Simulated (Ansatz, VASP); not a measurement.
# PtC in two plane-wave programs

Wanted: the spread between two codes on one cell, functional and k mesh. The cell is generated by rule, not measured, and may not be a known phase. The cell is taken from a series of runs on this material, whose earlier steps may have relaxed, scaled, displaced or heated it; both programs get it as it stands.

Method: plane waves, with VASP 6.6.1 beside it; PBEsol, in Ansatz 0.2.0.

**1. Starting point**

It takes space group P-6m2 (No. 187, hexagonal). Conventional cell: a = 2.982 Å, b = 2.982 Å, c = 2.846 Å, α = 90.00°, β = 90.00°, γ = 120.00°. Pt has 6 C at 2.23 Å nearest. Nearest to C lie 6 Pt at 2.23 Å. Farther neighbours are not listed.

**2. VASP: relaxation of cell and atoms, PBEsol, pair 1**

The relaxed volume is the usual yardstick between codes: in a stiff, nearly cubic crystal its relative difference is about their pressure difference at one cell divided by the bulk modulus.

Lines of VASP's logs that name or quote its potential files are left out, and so is its time.

The input, INCAR:

```
SYSTEM = PtC
PREC = Accurate
ENCUT = 600
EDIFF = 1E-07
NELM = 120
ISMEAR = 1
SIGMA = 0.15
LREAL = .FALSE.
ALGO = Normal
GGA = PS
NBANDS = 13
LASPH = .TRUE.
LORBIT = 11
LWAVE = .FALSE.
LCHARG = .FALSE.
ISIF = 3
IBRION = 2
NSW = 80
EDIFFG = -0.005
GGA_COMPAT = .FALSE.
NELMIN = 4
KPAR = 2
```

The input, POSCAR:

```
PtC
1.0
    2.9822920000      0.0000000000      0.0000000000
   -1.4911460000      2.5827400000      0.0000000000
    0.0000000000      0.0000000000      2.8460140000
Pt C
1 1
Direct
    0.0000000000      0.0000000000      0.0000000000
    0.3333333333      0.6666666667      0.5000000000
```

The input, KPOINTS:

```
Automatic mesh
0
Gamma
15 15 12
0 0 0
```

PAW data sets: Pt and C (PBE family, release 64).

Command:

```
$ mpirun -np 2 vasp_std
```

Numbers of over 12 decimals in the logs are rounded to 6 here.

The program printed:

```text
[banner, memory and clock lines left out]
running    2 mpi-ranks, on    1 nodes
 distrk:  each k-point on    1 cores,    2 groups
 distr:  one band on    1 cores,    1 groups

 POSCAR found type information on POSCAR PtC
 POSCAR found :  2 types and       2 ions
|                                                                             |
|               ----> ADVICE to this user running VASP <----                  |
|                                                                             |
|     You enforced a specific xc type in the INCAR file but a different       |
|     [... a line on the potential file left out ...]
|     I HOPE YOU KNOW WHAT YOU ARE DOING!                                     |
|                                                                             |

 LDA part: xc-table for (Slater+PW92), standard interpolation
 POSCAR, INCAR and KPOINTS ok, starting setup
 FFT: planning ... GRIDC
 FFT: planning ... GRID_SOFT
 FFT: planning ... GRID
 WAVECAR not read
 entering main loop
       N       E                     dE             d eps       ncg     rms          rms(c)
DAV:   1     0.609241998863E+02    0.60924E+02   -0.78799E+03  4962   0.114E+03
DAV:   2    -0.132312122345E+02   -0.74155E+02   -0.68761E+02  5899   0.221E+02
DAV:   3    -0.151808880221E+02   -0.19497E+01   -0.19325E+01  5784   0.354E+01
DAV:   4    -0.151903635485E+02   -0.94755E-02   -0.94739E-02  5984   0.287E+00
DAV:   5    -0.151904384323E+02   -0.74884E-04   -0.74885E-04  5869   0.258E-01    0.233E+01
DAV:   6    -0.139798479065E+02    0.12106E+01   -0.10705E+01  5476   0.260E+01    0.127E+01
DAV:   7    -0.136604039947E+02    0.31944E+00   -0.14547E+00  5250   0.103E+01    0.777E+00
DAV:   8    -0.136380333069E+02    0.22371E-01   -0.70691E-02  5414   0.228E+00    0.918E-01
DAV:   9    -0.136351787008E+02    0.28546E-02   -0.60387E-03  5785   0.600E-01    0.280E-01
DAV:  10    -0.136349216789E+02    0.25702E-03   -0.15803E-03  5514   0.293E-01    0.282E-02
DAV:  11    -0.136349258783E+02   -0.41995E-05   -0.33295E-05  5764   0.515E-02    0.141E-02
DAV:  12    -0.136349249925E+02    0.88583E-06   -0.27451E-06  5819   0.127E-02    0.744E-03
DAV:  13    -0.136349248406E+02    0.15193E-06   -0.28552E-07  5436   0.462E-03    0.600E-04
DAV:  14    -0.136349248410E+02   -0.49124E-09   -0.59419E-09  3077   0.677E-04
   1 F= -.13634925E+02 E0= -.13634764E+02  d E =-.136349E+02
 curvature:   0.00 expect dE= 0.000E+00 dE for cont linesearch  0.000E+00
 trial: gam= 0.00000 g(F)=  0.608E-45 g(S)=  0.784E-05 ort = 0.000E+00 (trialstep = 0.100E+01)
 search vector abs. value=  0.784E-05
 bond charge predicted
       N       E                     dE             d eps       ncg     rms          rms(c)
DAV:   1    -0.136349537194E+02   -0.28879E-04   -0.83140E-04  5314   0.247E-01    0.419E-02
DAV:   2    -0.136349313074E+02    0.22412E-04   -0.12608E-04  5322   0.952E-02    0.239E-02
DAV:   3    -0.136349266484E+02    0.46591E-05   -0.10960E-05  5662   0.277E-02    0.135E-02
DAV:   4    -0.136349254968E+02    0.11516E-05   -0.34126E-06  5759   0.152E-02    0.363E-03
DAV:   5    -0.136349254399E+02    0.56886E-07   -0.16150E-07  4047   0.319E-03
   2 F= -.13634925E+02 E0= -.13634764E+02  d E =-.598876E-06
 trial-energy change:   -0.000001  1 .order   -0.000001   -0.000008    0.000006
 step:   0.5500(harm=  0.5500)  dis= 0.00000  next Energy=   -13.634927 (dE=-0.215E-05)
 bond charge predicted
       N       E                     dE             d eps       ncg     rms          rms(c)
DAV:   1    -0.136349323778E+02   -0.68810E-05   -0.16769E-04  5274   0.111E-01    0.188E-02
DAV:   2    -0.136349277722E+02    0.46055E-05   -0.25586E-05  5277   0.428E-02    0.106E-02
DAV:   3    -0.136349269716E+02    0.80065E-06   -0.22290E-06  5592   0.125E-02    0.598E-03
DAV:   4    -0.136349268648E+02    0.10680E-06   -0.68440E-07  5714   0.681E-03    0.160E-03
DAV:   5    -0.136349268859E+02   -0.21104E-07   -0.31742E-08  2577   0.143E-03
   3 F= -.13634927E+02 E0= -.13634766E+02  d E =-.204484E-05
 curvature:  -0.28 expect dE=-0.586E-06 dE for cont linesearch -0.137E-08
 trial: gam= 0.24676 g(F)=  0.973E-44 g(S)=  0.213E-05 ort = 0.198E-06 (trialstep = 0.910E+00)
 search vector abs. value=  0.271E-05
 reached required accuracy - stopping structural energy minimisation
```

OUTCAR, selected parts (step 2):

```text
ion  position               nearest neighbor table
   1  0.000  0.000  0.000-   2 2.23   2 2.23   2 2.23   2 2.23   2 2.23   2 2.23
   2  0.333  0.667  0.500-   1 2.23   1 2.23   1 2.23   1 2.23   1 2.23   1 2.23

  LATTYP: Found a hexagonal cell.
 ALAT       =     2.9822920000
 C/A-ratio  =     0.9543042734

 Subroutine GETGRP returns: Found 12 space group operations
 (whereof 12 operations were pure point group operations)

The static configuration has the point symmetry D_3h.

 Found    189 irreducible k-points:

   k-points           NKPTS =    189   k-points in BZ     NKDIM =    189   number of bands    NBANDS=     13

   dimension x,y,z NGX =    24 NGY =   24 NGZ =   24
   dimension x,y,z NGXF=    48 NGYF=   48 NGZF=   48

   ENCUT  =  600.0 eV  44.10 Ry    6.64 a.u.   5.96  5.96  5.68*2*pi/ulx,y,z

   NELECT =      14.0000    total number of electrons

 k-points in reciprocal lattice and weights: Automatic mesh
   0.00000000  0.00000000  0.00000000       0.000
   0.06666667 -0.00000000  0.00000000       0.002
   0.13333333  0.00000000  0.00000000       0.002
   0.20000000  0.00000000  0.00000000       0.002
   0.26666667  0.00000000  0.00000000       0.002
   0.33333333  0.00000000  0.00000000       0.002
   0.40000000  0.00000000  0.00000000       0.002
   0.46666667  0.00000000  0.00000000       0.002
   0.06666667  0.06666667  0.00000000       0.002
[...]
0.33333333  0.26666667  0.50000000       0.004
   0.33333333  0.33333333  0.50000000       0.001

 average (electrostatic) potential at core
       1 -64.0983       2 -45.8378

 E-fermi :  10.8663

 k-point     1 :       0.0000    0.0000    0.0000
  band No.  band energies     occupation
    ...
      3       5.0451      2.00000
      4       5.0451      2.00000
      5       8.3017      2.00000
      6       8.3017      2.00000
      7       9.8107      2.00000
      8      13.3177     -0.00000
      9      13.3177     -0.00000
     10      15.2173      0.00000
     11      23.1567      0.00000
     12      24.7394      0.00000
    ...

 k-point     2 :       0.0667   -0.0000    0.0000
  band No.  band energies     occupation
    ...
      3       4.9554      2.00000
      4       5.1308      2.00000
      5       7.8841      2.00000
      6       8.2838      2.00000
      7      10.2871      2.00000
      8      13.0002     -0.00000
      9      13.2006     -0.00000
     10      15.5455      0.00000
     11      22.7930      0.00000
     12      24.9559      0.00000
    ...

 k-point     3 :       0.1333    0.0000    0.0000
  band No.  band energies     occupation
    ...
      2       4.1569      2.00000
      3       4.8084      2.00000
      4       5.3827      2.00000
      5       7.1853      2.00000
      6       8.2333      2.00000
      7      11.1505     -0.02214
      8      12.3154     -0.00000
      9      12.8751     -0.00000
     10      16.2350      0.00000
     11      22.3326      0.00000
    ...

  Total       -0.0066353     -0.0066353      0.0005459      0.0000000      0.0000000      0.0000000
  in kB       -0.4848414     -0.4848412      0.0398899      0.0000000      0.0000000      0.0000000
  external PRESSURE =      -0.3099309 kB  Pullay stress =       0.0000000 kB

  energy-cutoff  :      600.00
  volume of cell :       21.93
      direct lattice vectors                 reciprocal lattice vectors
     2.982296908  0.000000000  0.000000000     0.335312020  0.193592532  0.000000000
    -1.491148454  2.582744250 -0.000000000    -0.000000000  0.387185065  0.000000000
     0.000000000  0.000000000  2.846694508    -0.000000000  0.000000000  0.351284620

 POSITION                                       TOTAL-FORCE (eV/Angst)
 -----------------------------------------------------------------------------------
     -1.49115      2.58274      2.84669         0.000000      0.000000      0.000000
     -0.00000      1.72183      1.42335        -0.000000      0.000000      0.000000
 -----------------------------------------------------------------------------------
    total drift:                                0.000000      0.000004     -0.000000

  FREE ENERGIE OF THE ION-ELECTRON SYSTEM (eV)
  ---------------------------------------------------
  free  energy   TOTEN  =       -13.6349268859 eV

  energy  without entropy=      -13.6344436195  energy(sigma->0) =      -13.63476580

 reached required accuracy - stopping structural energy minimisation

 total charge
# of ion       s       p       d       tot
------------------------------------------
    1        0.642   0.733   8.087   9.462
    2        0.869   1.320   0.000   2.190
--------------------------------------------------
tot          1.512   2.053   8.087  11.652

[... 3 further parts left out ...]
```

CONTCAR:

```
PtC
   1.00000000000000
     2.9822969077849870    0.0000000000000000    0.0000000000000000
    -1.4911484538924935    2.5827442502633473   -0.0000000000000000
     0.0000000000000000    0.0000000000000000    2.8466945083978374
  Pt              C
     1     1
Direct
     0.0000000000000000    1.0000000000000000    1.0000000000000000
     0.3333333332999970    0.6666666667000030    0.5000000000000000
```

The run keeps the 12 symmetry operations of its start, so it cannot find a distortion of lower symmetry.

**3. Ansatz: relaxation of cell and atoms, PBEsol, pair 1**

Ansatz runs on its default PAW (the set named soft_2) files.

The same cell, functional, mesh and smearing now go to Ansatz, which takes its cutoff from its data sets.

The input, input.yaml:

```yaml
crystal:
  lattice:
    - [2.9822915832, 0.0, 0.0]
    - [-1.4911457916, 2.5827402725, 0.0]
    - [0.0, 0.0, 2.8460135702]
  atoms:
    - { symbol: Pt, position: [0.0, 0.0, 0.0] }
    - { symbol: C, position: [0.3333333333, 0.6666666667, 0.5] }
kpoints:
  mp_grid: { grid: [15, 15, 12] }
hamiltonian:
  xc: pbesol
scf:
  occupations: { method: methfessel_paxton, width: 0.15 }
output:
  forces: true
  stress: true
  eigenvalues: true
relax:
  adjacent_minimum: "off"
  f_tol: 0.001
  max_steps: 60
  cell: { stress_tol: 0.01 }
```

Command:

```
$ ansatz run input.yaml --threads 4 --pin off --max-ram 7168MiB --backend cpu --events-out ev --progress --plain --runs-dir out
```

The program printed:

```text
Engine: ansatz 0.2.0, aarch64-unknown-linux-gnu
Pseudopotentials: kind: paw
Pseudopotential: Pt, paw, valence charge 18, recommended cutoff 420 eV (normal), Pt.paw.azcp
Pseudopotential: C, paw, valence charge 4, recommended cutoff 420 eV (normal), C.paw.azcp
Functional definition: PBEsol
  exchange = pbesol_x
  correlation = pbesol_c
Crystal: 2 atoms, lattice volume = 21.921 Å³
Basis set: ecut = 420 eV, 405 PW (Γ), exchange–correlation on 40×40×40 points (8 copies of the dense FFT grid, shifted against one another)
Bands: 15, of which v1, the nominal top of the filled ones, is band 11 counted from 1 (10 counted from 0)
Symmetry: 12 space group operations
Space group: P-6m2 (ITA 187), of the structure as read, at distance tolerance 2.8e-5 Å
k-points: 189 of 2700 (time reversal used)
Non-local potential: Pt, projectors of the file, l = 0: 3, l = 1: 2, l = 2: 2, l = 3: 1
Non-local potential: C, projectors of the file, l = 0: 2, l = 1: 2, l = 2: 1
PAW form: soft (Blöchl's): semilocal exchange-correlation on the pseudo side does not see the compensation charge
PAW frozen core: Pt, regenerated for the run's functional, and the local potential with it (the file was generated under x = pbe(κ = 0.804, μ = 0.219515), c = pbe(β = 0.066725))
PAW frozen core: C, regenerated for the run's functional, and the local potential with it (the file was generated under x = pbe(κ = 0.804, μ = 0.219515), c = pbe(β = 0.066725))
PAW one-centre angular grid: Pt, 590 points (default); XC on 64 Gauss nodes
PAW one-centre angular grid: C, 110 points (default); XC on 64 Gauss nodes
Initial density: superposition of atomic densities (neutral atoms: chi_scale 0, normalization atom), corrected by the library's trained network
Initial wavefunctions: pseudopotential atomic-orbital guess
Functional: x = pbesol(κ = 0.804, μ = 0.123457), c = pbesol(β = 0.046)
SCF iter   1: F=—  HF=-12627.534494 eV  |F-HF|=—  |Δ(HF+E_count)|=         —  Δρ=1.56e-2  dr2=4.15e-2  ethr=1.77e-3  ⟨swp⟩=4.8  Hψ=12784  notcnv=0
preconditioner: auto → none  [metal: Δε(μ)=0.009 eV  Ē_g=11.125 eV  σ=0.150 eV  W_gap=0.05  n_scr=8 (ndim 8)  ℏωp=29.7 eV  f_vac=0.000  D(μ)=0.86/eV (n_scr^D=8)  sad-step TF]
SCF iter   2: F=—  HF=-12627.531222 eV  |F-HF|=—  |Δ(HF+E_count)|=   3.27e-3  S|Δr|=    0.00e0  Δρ=1.04e-2  dr2=2.26e-2  ethr=1.89e-4  ⟨swp⟩=1.0  Hψ=4347  notcnv=0
SCF iter   3: F=—  HF=-12627.526384 eV  |F-HF|=—  |Δ(HF+E_count)|=   4.84e-3  S|Δr|=    0.00e0  Δρ=1.25e-3  dr2=1.71e-4  ethr=1.03e-4  ⟨swp⟩=2.0  Hψ=3466  notcnv=0
SCF iter   4: F=—  HF=-12627.526325 eV  |F-HF|=—  |Δ(HF+E_count)|=   5.90e-5  S|Δr|=    0.00e0  Δρ=3.64e-4  dr2=1.85e-5  ethr=7.77e-7  ⟨swp⟩=2.0  Hψ=4620  notcnv=0
SCF iter   5: F=—  HF=-12627.526325 eV  |F-HF|=—  |Δ(HF+E_count)|=   2.05e-7  S|Δr|=    0.00e0  Δρ=1.45e-4  dr2=3.15e-6  ethr=8.42e-8  ⟨swp⟩=1.0  Hψ=2880  notcnv=0
SCF iter   6: F=—  HF=-12627.526324 eV  |F-HF|=—  |Δ(HF+E_count)|=   4.51e-7  S|Δr|=    0.00e0  Δρ=3.01e-5  dr2=1.48e-7  ethr=1.43e-8  ⟨swp⟩=1.6  Hψ=3455  notcnv=0
SCF iter   7: F=-12627.526324 eV  HF=-12627.526324 eV  |F-HF|=1.81e-9  |Δ(HF+E_count)|=   2.33e-8  S|Δr|=    0.00e0  Δρ=3.23e-6  dr2=2.19e-9  ethr=4.55e-10  ⟨swp⟩=4.4  Hψ=9919  notcnv=0
SCF 1 converged in 7 iterations: F = -12627.526324 eV  dr2 = 2.19e-9
  greatest PAW one-centre occupation: 1.000 electrons in one spin orbital (limit 2), on the Pt atom at site 0 (counted from 0), in its partial waves of l = 0
relax step   1: F+E_penalty+E_count = -12627.52632436 eV  Δ(F+E_penalty+E_count) = +0.000e0 eV  max|allowed force component| = 6.014e-16 eV/Å  Δτ_max = 0.0000 Å  P = -0.026 GPa  Ω = 21.921 Å³  (7 SCF iters, dr2 threshold 1.00e-7 eV, accepted)
[...]
relax step   2: F+E_penalty+E_count = -12627.52633266 eV  Δ(F+E_penalty+E_count) = -8.301e-6 eV  max|allowed force component| = 2.498e-16 eV/Å  Δτ_max = 0.0000 Å  P = +0.016 GPa  Ω = 21.917 Å³  energy of the carried Pulay correction = +7.132e-6 eV  (3 SCF iters, dr2 threshold 7.18e-9 eV, accepted)
[...]
relax step   3: F+E_penalty+E_count = -12627.52633049 eV  Δ(F+E_penalty+E_count) = +2.172e-6 eV  max|allowed force component| = 4.348e-16 eV/Å  Δτ_max = 0.0000 Å  P = +0.001 GPa  Ω = 21.918 Å³  energy of the carried Pulay correction = +4.614e-6 eV  (3 SCF iters, dr2 threshold 1.95e-9 eV, accepted)
[...]
relax step   4: F+E_penalty+E_count = -12627.52632699 eV  Δ(F+E_penalty+E_count) = +3.501e-6 eV  max|allowed force component| = 4.441e-16 eV/Å  Δτ_max = 0.0000 Å  P = +0.000 GPa  Ω = 21.918 Å³  stress off target by 1.20e-3 GPa  SCF on the basis re-selected at this cell (its energy is not comparable with the rows above)  (4 SCF iters)
basis re-selected at this cell: Δ(F+E_penalty+E_count) = +3.501e-6 eV, ΔP = -0.000 GPa vs the last step (what re-selecting the basis moved, of the pressure what is left beyond the Pulay correction that the steps carried, after the strain that the cell walked since its last selection, with what the two solves' SCF thresholds leave and, on support functions, any second-order correction that the steps lacked; it is no m [...]
SCF converged after 4 iterations
Stability not checked: this state was not tested for a lower state beside it, because cold or Methfessel-Paxton smearing, or corrected tetrahedra, fill the levels in a way that the test cannot read (fill_not_monotonic; see scf.lower_state_search)
Free energy (F): -12627.526327 eV
Harris-Foulkes:  -12627.526327 eV  (|F-HF|=3.64e-12)
Internal energy: -12627.525847 eV  (E = F + TS)
E sigma→0 (E₀):  -12627.526207 eV
Entropy (-TS):   -0.000480 eV (-0.240 meV/atom)
Fermi energy:    20.133890 eV
--- Per-component energies (eV) ---
  E_band       = -158.436419
  E_kinetic    = 721.592119
  E_local      = -1744.218683  (includes V_loc(G=0)·N_el)
  E_nonlocal   = 229.814705
  E_hartree    = 645.584502
  E_xc         = -306.958019
  E_vxc        = -360.360341  (∫ρ·V_xc dr)
  E_paw        = -9410.715888  (= ΣΔE_a)
  E_vpaw       = -296.433443  (= ΣTr[D̂ρ^β])
  E_aug_tail   = 0.000232  (compensation charges beyond the density's cutoff)
  E_ewald      = -2762.932896
  E_core_change = 0.308082  (= ΣΔE_core)
  E_smearing   = -0.000480  (= −TS)
  E_closure    = 0.000000  (closes the sum)
  Σ components = -12627.526327   (vs F -12627.526327, Δ=0.00e0)
--- Forces (eV/Å), atoms counted from 1 ---
  atom   1  Pt     0.00000000     0.00000000     0.00000000
  atom   2  C      0.00000000    -0.00000000    -0.00000000
  max |Σ_I F_I| component: 8.88e-16 eV/Å
--- Stress (GPa, compression-positive) ---
        0.000054      -0.000000      -0.000000
       -0.000000       0.000054      -0.000000
       -0.000000      -0.000000       0.001201
  P = ⅓ Tr σ = 0.0004 GPa (0.004 kbar)
--- Band table (eV; the first three rows and the last of 189) ---
  k-point 0: bands = [... 7 lower, 14.2955, 17.5737, 17.5737, 19.0652, 22.5820, 22.5820, 24.4745, 32.4032]
  k-point 1: bands = [... 7 lower, 14.3507, 17.3723, 17.3723, 18.7804, 22.6523, 22.6523, 24.7153, 32.7401]
  k-point 2: bands = [... 7 lower, 14.5050, 16.8908, 16.8908, 18.2604, 22.7322, 22.7322, 25.2642, 33.4993]
  k-point 188: bands = [... 7 lower, 16.1067, 16.5379, 18.6413, 20.6548, 21.7938, 24.5186, 24.5435, 26.1481]
--- Relaxed structure (3 steps of the walk, 3 accepted, 1 SCFs on fresh bases) ---
  F+E_penalty+E_count = -12627.52632699 eV   max|allowed force component| = 4.441e-16 eV/Å   (the final SCF, on the basis selected at the relaxed cell)
  cell:  # Å, volume = 21.9183 Å³
    - [2.981818, 0.0, 0.0]
    - [-1.490909, 2.582330, 0.0]
    - [0.0, 0.0, 2.846517]
  atoms:
    - { symbol: Pt, position: [0.0, -3.700743415524894e-17, 0.0] }
    - { symbol: C, position: [0.333333, 0.666667, 0.5] }
```

The column dr2 measures how far the density is from self-consistency, as an energy; F and HF (Harris–Foulkes) agree once it is small.

**4. Comparison**

Known differences besides the potentials themselves: the data sets hold 22 valence electrons in Ansatz (on its default PAW (the set named soft_2) files) and 14 in VASP; the cutoff is 420 eV in Ansatz and 600 eV in VASP; Ansatz makes its cores anew for this functional, VASP keeps those of its PBE data sets; Ansatz adds a Pulay correction to the stress that steers its cell, VASP none. Total energies have different zeros and are not compared.

The two programs side by side:

| quantity | Ansatz | VASP | difference |
| --- | --- | --- | --- |
| volume (Å³) | 21.92 | 21.93 | -0.04 % |
| edge a after relaxation, in the typed setting (Å) | 2.982 | 2.982 | -0.02 % |
| edge c after relaxation, in the typed setting (Å) | 2.846 | 2.847 | -0.01 % |

(Continued in part 2 of 2.)

[Lines on the potential files, build, host, timing and source positions are cut from VASP's logs without a mark.]

[Logs are printed without paths, hosts, clocks, repeated set-up lines and the standing remarks that a program may print on its own settings, such as how far it seeks lower states.]

[Hosts, paths, dates, database ids (printed as entryN), source tags and the programs' standing remarks are cut or masked in the printed files.]
